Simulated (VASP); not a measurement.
H3C2I2F: band gap by level of theory

```xyz
8
Lattice="13.0000 0.0000 0.0000 0.0000 13.0000 0.0000 0.0000 0.0000 13.0000" Properties=species:S:1:pos:R:3 pbc="T T T"
F     5.7846    6.2515    8.0646
C     6.7385    6.4386    7.1247
C     6.1526    6.5408    5.7549
I     8.0874    4.7365    7.1580
I     4.9386    8.3055    5.5820
H     7.3576    7.2899    7.4037
H     6.9309    6.6350    5.0034
H     5.5073    5.6947    5.5325
```

```csv
rung,level,program and potentials,cutoff (eV),k mesh,band gap (eV),notes
GGA,PBE,"VASP, PBE PAW files C, F, H, I, 520 eV",520,1 × 1 × 1,3.83,-
GGA + dispersion,PBE+TS,"VASP, PBE PAW files C, F, H, I, 520 eV",520,1 × 1 × 1,3.83,-
GGA,RPBE,"VASP, PBE PAW files C, F, H, I, 520 eV",520,1 × 1 × 1,3.85,potentials made for PBE
hybrid,HSE06,"VASP, PBE PAW files C, F, H, I, 520 eV",520,1 × 1 × 1,5.10,potentials made for PBE
```

Task: single point. All rows: no spin polarisation. Gaps are the least found on the k mesh or the band path, and a mesh can miss the band edges. The cell was made for these runs and isn't a measured one. All levels ran on this one cell, unrelaxed unless noted. Meshes are those of the run's cell of 8 atoms unless a note names another. Runs on faulty files, with rough fits or with known faults for this quantity aren't shown. No row holds spin-orbit coupling.

By rung: GGA 3.83 to 3.85; GGA + dispersion 3.83; hybrid 5.10 (eV).
